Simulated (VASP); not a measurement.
Calculation: PBEsol GGA with spin-orbit coupling, VASP's PBE PAW potentials (set 64) (plane waves; VASP).

A VASP calculation is set up with these files.

**POSCAR**
```
SrTiO3
1.0
  3.8964091187   0.0000000000   0.0000000000
  0.0000000000   3.8964091187   0.0000000000
  0.0000000000   0.0000000000   3.8964091187
Sr Ti O
1 1 3
Cart
  0.0000000000   0.0000000000   0.0000000000
  1.9482045593   1.9482045593   1.9482045593
  1.9482045593   0.0000000000   1.9482045593
  0.0000000000   1.9482045593   1.9482045593
  1.9482045593   1.9482045593   0.0000000000
```

**KPOINTS_OPT**
```
k-points along high-symmetry lines
8
Line-mode
Reciprocal
  0.000000   0.000000   0.000000 ! GAMMA
  0.000000   0.500000   0.000000 ! X

  0.000000   0.500000   0.000000 ! X
  0.500000   0.500000   0.000000 ! M

  0.500000   0.500000   0.000000 ! M
  0.000000   0.000000   0.000000 ! GAMMA

  0.000000   0.000000   0.000000 ! GAMMA
  0.500000   0.500000   0.500000 ! R

  0.500000   0.500000   0.500000 ! R
  0.000000   0.500000   0.000000 ! X

  0.500000   0.500000   0.500000 ! R
  0.500000   0.500000   0.000000 ! M
```

File KPOINTS:
```
Automatic mesh
0
Gamma
5 5 5
0 0 0
```

**INCAR**
```
! general
SYSTEM     = SrTiO3
PREC       = Accurate
ENCUT      = 520
LREAL      = .False.
LASPH      = .True.

! electronic loop
EDIFF      = 1E-6
NELM       = 100
ALGO       = Normal
LMAXMIX    = 4

! smearing
ISMEAR     = 0
SIGMA      = 0.05

! functional
GGA        = PS
GGA_COMPAT = .False.

! spin
MAGMOM     = 0 0 0 0 0 0 0 0 0 0 0 0 0 0 0
LSORBIT    = .True.

! output
LWAVE      = .False.
LCHARG     = .False.
```

POTCAR, in this order: Sr_sv Ti_sv O (PBE.64 set). Program: vasp_ncl.

Output of the run:

File OSZICAR:
```
       N       E                     dE             d eps       ncg     rms          rms(c)
DAV:   1     0.511842581348E+03    0.51184E+03   -0.20529E+04   960   0.186E+03
DAV:   2     0.301424465836E+02   -0.48170E+03   -0.45775E+03  1048   0.539E+02
DAV:   3    -0.470007682660E+02   -0.77143E+02   -0.74633E+02  1320   0.198E+02
DAV:   4    -0.514689389425E+02   -0.44682E+01   -0.44625E+01  1352   0.465E+01
DAV:   5    -0.517175545949E+02   -0.24862E+00   -0.24853E+00  1424   0.852E+00    0.313E+01
DAV:   6    -0.420602641917E+02    0.96573E+01   -0.54731E+01  1408   0.742E+01    0.203E+01
DAV:   7    -0.421796228340E+02   -0.11936E+00   -0.81738E+00  1288   0.234E+01    0.130E+01
DAV:   8    -0.422198502313E+02   -0.40227E-01   -0.18145E+00  1272   0.171E+01    0.402E+00
DAV:   9    -0.421064245269E+02    0.11343E+00   -0.47075E-01  1328   0.851E+00    0.961E-01
DAV:  10    -0.421076347253E+02   -0.12102E-02   -0.10293E-01  1224   0.274E+00    0.639E-01
DAV:  11    -0.421056879492E+02    0.19468E-02   -0.16465E-02  1528   0.127E+00    0.165E-01
DAV:  12    -0.421056061042E+02    0.81845E-04   -0.17691E-03  1184   0.332E-01    0.895E-02
DAV:  13    -0.421056599971E+02   -0.53893E-04   -0.85911E-04  1344   0.413E-01    0.869E-02
DAV:  14    -0.421055865395E+02    0.73458E-04   -0.49598E-04  1392   0.270E-01    0.245E-02
DAV:  15    -0.421055838274E+02    0.27122E-05   -0.27161E-05  1312   0.605E-02    0.121E-02
DAV:  16    -0.421055841480E+02   -0.32061E-06   -0.38622E-06  1256   0.170E-02
   1 F= -.42105584E+02 E0= -.42105584E+02  d E =-.595612E-27  mag=    -0.0000     0.0000     0.0000
       N       E                     dE             ncg
       N       E                     dE             ncg
       N       E                     dE             ncg
       N       E                     dE             ncg
       N       E                     dE             ncg
```

### OUTCAR
```
------------------------ aborting loop because EDIFF is reached ----------------------------------------
  FORCE on cell =-STRESS in cart. coord.  units (eV):
  Direction    XX          YY          ZZ          XY          YZ          ZX
  --------------------------------------------------------------------------------------
  Total       -0.0090142     -0.0090142     -0.0090142     -0.0000000     -0.0000000      0.0000000
  in kB       -0.2441439     -0.2441439     -0.2441439     -0.0000000     -0.0000000      0.0000000
  external PRESSURE =      -0.2441439 kB  Pullay stress =       0.0000000 kB
  volume of cell :       59.16
      direct lattice vectors                 reciprocal lattice vectors
     3.896409119  0.000000000  0.000000000     0.256646561  0.000000000  0.000000000
     0.000000000  3.896409119  0.000000000     0.000000000  0.256646561  0.000000000
     0.000000000  0.000000000  3.896409119     0.000000000  0.000000000  0.256646561
 POSITION                                       TOTAL-FORCE (eV/Angst)
 -----------------------------------------------------------------------------------
      0.00000      0.00000      0.00000         0.000000      0.000000      0.000000
      1.94820      1.94820      1.94820         0.000000      0.000000      0.000000
      1.94820      0.00000      1.94820         0.000000      0.000000      0.000000
      0.00000      1.94820      1.94820         0.000000      0.000000      0.000000
      1.94820      1.94820      0.00000         0.000000      0.000000      0.000000
 -----------------------------------------------------------------------------------
    total drift:                                0.000000      0.000000      0.000000
  FREE ENERGIE OF THE ION-ELECTRON SYSTEM (eV)
  ---------------------------------------------------
  free  energy   TOTEN  =       -42.1055841480 eV

  energy  without entropy=      -42.1055841480  energy(sigma->0) =      -42.10558415

 Ion:    1  E_soc:     -0.1759224

 Ion:    2  E_soc:     -0.0099604

 Ion:    3  E_soc:     -0.0002246

 Ion:    4  E_soc:     -0.0002246

 Ion:    5  E_soc:     -0.0002246
```
(Selected blocks of OUTCAR.)

The compound is SrTiO3 in the cubic perovskite structure, the ideal cubic form; the compound distorts at low or room temperature. It was relaxed first.
